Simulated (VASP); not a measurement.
All values below come from PBEsol GGA, VASP's PBE PAW potentials (set 64) (plane waves; VASP).

Input for VASP

### INCAR
```
# general
SYSTEM   =  Cu
PREC     =  Accurate
ENCUT    =  480
LREAL    =  .False.
LASPH    =  .True.

# electronic loop
EDIFF    =  1E-7   # SCF stop (eV)
NELM     =  100
ALGO     =  Normal   # blocked Davidson
LMAXMIX  =  4

# smearing
ISMEAR   =  1
SIGMA    =  0.1

# functional
GGA      =  PS

# ions
ISIF     =  2   # forces and stress, cell fixed

# output
LWAVE    =  .False.
LCHARG   =  .False.
```

File KPOINTS:
```
Automatic mesh
0
G
 16 16 16
```

**POSCAR**
```
Cu
2.5195610
  0.0000000000   0.7071066439   0.7071066439
  0.7071066439   0.0000000000   0.7071066439
  0.7071066439   0.7071066439   0.0000000000
Cu
1
Direct
  0.0000000000   0.0000000000   0.0000000000
```

POTCAR, in this order: Cu (PBE.64 set). Program: vasp_std.

The run wrote:

**OUTCAR**
```
 ion  position               nearest neighbor table
   1  0.000  0.000  0.000-
  LATTYP: Found a face centered cubic cell.
 ALAT       =     3.5631966454
 Subroutine PRICEL returns:
 Original cell was already a primitive cell.
 Subroutine GETGRP returns: Found 48 space group operations
The static configuration has the point symmetry O_h .
The dynamic configuration has the point symmetry O_h .
 Subroutine INISYM returns: Found 48 space group operations
 Subroutine IBZKPT returns following result:
 Found    145 irreducible k-points:

 Following reciprocal coordinates:
            Coordinates               Weight
  0.000000  0.000000  0.000000      1.000000
  0.062500  0.000000  0.000000      8.000000
  0.125000  0.000000  0.000000      8.000000
  0.187500  0.000000  0.000000      8.000000
  0.250000  0.000000  0.000000      8.000000
  0.312500  0.000000  0.000000      8.000000
  0.375000  0.000000  0.000000      8.000000
  0.437500  0.000000  0.000000      8.000000
  0.500000  0.000000  0.000000      4.000000
  0.062500  0.062500  0.000000      6.000000
  0.125000  0.062500  0.000000     24.000000
  0.187500  0.062500  0.000000     24.000000
  0.250000  0.062500  0.000000     24.000000
  0.312500  0.062500  0.000000     24.000000
  0.375000  0.062500  0.000000     24.000000
  0.437500  0.062500  0.000000     24.000000
  0.500000  0.062500  0.000000     24.000000
 -0.437500  0.062500  0.000000     24.000000
 -0.375000  0.062500  0.000000     24.000000
 -0.312500  0.062500  0.000000     24.000000
 -0.250000  0.062500  0.000000     24.000000
 -0.187500  0.062500  0.000000     24.000000
 -0.125000  0.062500  0.000000     24.000000
 -0.062500  0.062500  0.000000     12.000000
  0.125000  0.125000  0.000000      6.000000
...
```

OSZICAR:
```
       N       E                     dE             d eps       ncg     rms          rms(c)
DAV:   1     0.332693134175E+02    0.33269E+02   -0.55051E+03  2682   0.195E+03
DAV:   2    -0.497707223976E+01   -0.38246E+02   -0.36291E+02  2623   0.193E+02
DAV:   3    -0.540209665280E+01   -0.42502E+00   -0.42418E+00  3129   0.296E+01
DAV:   4    -0.540498683303E+01   -0.28902E-02   -0.28899E-02  3169   0.215E+00
DAV:   5    -0.540501921515E+01   -0.32382E-04   -0.32381E-04  3197   0.185E-01    0.843E+00
DAV:   6    -0.473656744424E+01    0.66845E+00   -0.19807E+01  2738   0.104E+02    0.412E+00
DAV:   7    -0.432229789866E+01    0.41427E+00   -0.29476E+00  2784   0.398E+01    0.582E-01
DAV:   8    -0.430952080389E+01    0.12777E-01   -0.60176E-03  2968   0.155E+00    0.328E-01
DAV:   9    -0.430756388890E+01    0.19569E-02   -0.12157E-02  2862   0.233E+00    0.241E-02
DAV:  10    -0.430757059085E+01   -0.67020E-05   -0.37134E-05  3814   0.122E-01    0.643E-03
DAV:  11    -0.430757138036E+01   -0.78950E-06   -0.66720E-07  2904   0.188E-02    0.499E-04
DAV:  12    -0.430757133890E+01    0.41458E-07   -0.13662E-08  1653   0.250E-03
   1 F= -.43075713E+01 E0= -.43075801E+01  d E =0.263245E-04
```

File OUTCAR:
```
------------------------ aborting loop because EDIFF is reached ----------------------------------------
  FORCE on cell =-STRESS in cart. coord.  units (eV):
  Direction    XX          YY          ZZ          XY          YZ          ZX
  --------------------------------------------------------------------------------------
  Total        0.0374671      0.0374671      0.0374671     -0.0000000     -0.0000000      0.0000000
  in kB        5.3076427      5.3076427      5.3076427     -0.0000000     -0.0000000      0.0000000
  external PRESSURE =       5.3076427 kB  Pullay stress =       0.0000000 kB
  volume of cell :       11.31
      direct lattice vectors                 reciprocal lattice vectors
     0.000000000  1.781598323  1.781598323    -0.280646874  0.280646874  0.280646874
     1.781598323  0.000000000  1.781598323     0.280646874 -0.280646874  0.280646874
     1.781598323  1.781598323  0.000000000     0.280646874  0.280646874 -0.280646874
 POSITION                                       TOTAL-FORCE (eV/Angst)
 -----------------------------------------------------------------------------------
      0.00000      0.00000      0.00000         0.000000     -0.000000      0.000000
 -----------------------------------------------------------------------------------
    total drift:                                0.000000     -0.000000      0.000000
  FREE ENERGIE OF THE ION-ELECTRON SYSTEM (eV)
  ---------------------------------------------------
  free  energy   TOTEN  =        -4.3075713389 eV

  energy  without entropy=       -4.3075976634  energy(sigma->0) =       -4.30758011
```
(Selected blocks of OUTCAR.)

The compound is Cu in the fcc structure. It was relaxed first.
